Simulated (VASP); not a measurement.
HPbNO4:

```
CELL_PARAMETERS angstrom
4.27531 -0.00040 0.00636
-2.08399 5.20775 -0.04907
-2.12377 -1.86574 4.91491
ATOMIC_POSITIONS crystal
H 0.99073 0.03330 0.90994
Pb 0.50274 0.81989 0.14287
N 0.00838 0.47408 0.50265
O 0.99816 0.92741 0.02877
O 0.19467 0.73435 0.60852
O 0.81673 0.35882 0.24556
O 0.01381 0.33121 0.65217
```

The cell was built by a generator and needn't be a form met in nature.

```yaml
Program: VASP 6.6.1
Task: relaxation of cell and atoms
Functional: PBEsol
Potentials_or_basis: VASP PAW PBE potentials, release 64 (H, Pb_d, N, O)
Cutoff: 600 eV
k_mesh: 8 × 6 × 6
Occupations: fermi-dirac, width 0.05 eV
Spin: no spin polarisation
```

At the start: pressure -1.9 GPa; volume 15.59 Å³/atom.

Q: Where does the relaxation end?

A: Over 49 steps the energy falls by 10.2 meV/atom and the volume is 13.97 Å³/atom (-10.4 %); space group P1 (No. 1, to 0.05 Å).

Step by step:
```csv
step,energy change (eV),largest force (eV/Å),pressure (GPa),volume (Å³)
1,0.0000,0.4053,-1.93,109.13
3,-0.0173,0.5880,-0.90,107.19
5,-0.0376,0.3326,0.09,104.23
7,-0.0429,0.3191,-0.83,103.80
9,-0.0519,0.2198,-0.62,102.76
11,-0.0587,0.2111,-0.18,100.60
13,-0.0621,0.1028,-0.20,99.87
15,-0.0634,0.1129,-0.16,99.61
17,-0.0645,0.1431,0.01,99.30
19,-0.0649,0.4231,0.81,98.19
21,-0.0668,0.1682,0.37,98.64
23,-0.0680,0.1451,0.13,98.43
25,-0.0695,0.0793,0.16,98.39
27,-0.0697,0.1218,0.19,98.37
29,-0.0705,0.0533,-0.16,98.46
31,-0.0707,0.0440,-0.10,98.41
33,-0.0707,0.0425,-0.08,98.35
35,-0.0708,0.0452,-0.06,98.23
37,-0.0711,0.0623,-0.09,97.70
39,-0.0711,0.0131,0.04,97.55
41,-0.0712,0.0193,0.05,97.57
43,-0.0712,0.0244,0.02,97.62
45,-0.0712,0.0141,0.03,97.67
47,-0.0712,0.0162,-0.06,97.79
49,-0.0712,0.0089,-0.04,97.78
```

Final structure:
```yaml
crystal:
  lattice:
    - [4.16879, -0.00364, 0.00802]
    - [-2.03610, 4.96699, -0.00564]
    - [-2.06726, -1.73716, 4.72077]
  atoms:
    - { symbol: H, position: [0.99063, 0.03886, 0.90400] }
    - { symbol: Pb, position: [0.50286, 0.80941, 0.15460] }
    - { symbol: N, position: [0.00886, 0.47611, 0.50131] }
    - { symbol: O, position: [0.99658, 0.92503, 0.02830] }
    - { symbol: O, position: [0.20087, 0.74654, 0.60898] }
    - { symbol: O, position: [0.81161, 0.35829, 0.23495] }
    - { symbol: O, position: [0.01380, 0.32481, 0.65835] }
```

Caveat: the PAW data sets were made with another functional, which shifts forces and pressure a little.
